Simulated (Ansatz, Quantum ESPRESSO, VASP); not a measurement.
## Code comparison for Mg3Sb2 (P-3m1, 5 atoms in the cell)

Self-consistent single point.

```
CELL_PARAMETERS angstrom
      2.28000    -3.94908     0.00000
      2.28000     3.94908     0.00000
      0.00000     0.00000     7.23000
ATOMIC_POSITIONS crystal
  Mg 0.00000 0.00000 0.00000
  Mg 0.33333 0.66667 0.63400
  Mg 0.66667 0.33333 0.36600
  Sb 0.33333 0.66667 0.22800
  Sb 0.66667 0.33333 0.77200
```

Shared settings, as Ansatz (a program for electronic structure) writes them: kpoints.mp_grid.grid = 5 5 3; magnetization.spin_orbit = true; scf.occupations.method = fermi_dirac; scf.occupations.width = 0.02 eV. Potentials and cutoffs stand in the table.

```
code                                                                                                       model  pressure (GPa)  largest force (eV/Å)   cutoff
----------------  ----------------------------------------------------------------------------------------------  --------------  --------------------  -------
Ansatz                                                           PBE with spin-orbit coupling, default PAW files            1.12                 0.132  default
VASP                                                PBE, spin-orbit coupling, VASP's PBE PAW potentials (set 64)            1.21                 0.156   300 eV
Quantum ESPRESSO  PBE, spin-orbit coupling, PseudoDojo fully relativistic norm-conserving (PBE) pseudopotentials            1.18                 0.138    85 Ry
```

Size of the force on each atom (eV/Å): Sizes of forces hide their directions.

```
code                Mg1    Mg2    Mg3    Sb4    Sb5
----------------  -----  -----  -----  -----  -----
Ansatz            0.000  0.034  0.034  0.132  0.132
VASP              0.000  0.037  0.037  0.156  0.156
Quantum ESPRESSO  0.000  0.041  0.041  0.138  0.138
```

No clean gap comes from Ansatz, VASP and Quantum ESPRESSO: levels at the Fermi energy touch, overlap or are partly filled at this smearing.

The spread over the programs that give each value: pressure within 0.09 GPa; largest force within 0.024 eV/Å.

Ansatz's pressure is given at a fixed set of plane waves, as the other plane-wave codes print theirs.

VASP's run is marked for a possible Pulay error in its stress at this cutoff; no cutoff test was made.

The starting cell has typed, rounded lattice constants, without a prior relaxation at this level.

Left out of this page: Elk (with a known weakness of the program); SIESTA (not drawn, or without a comparable value).

Keys are those of Ansatz 0.2.
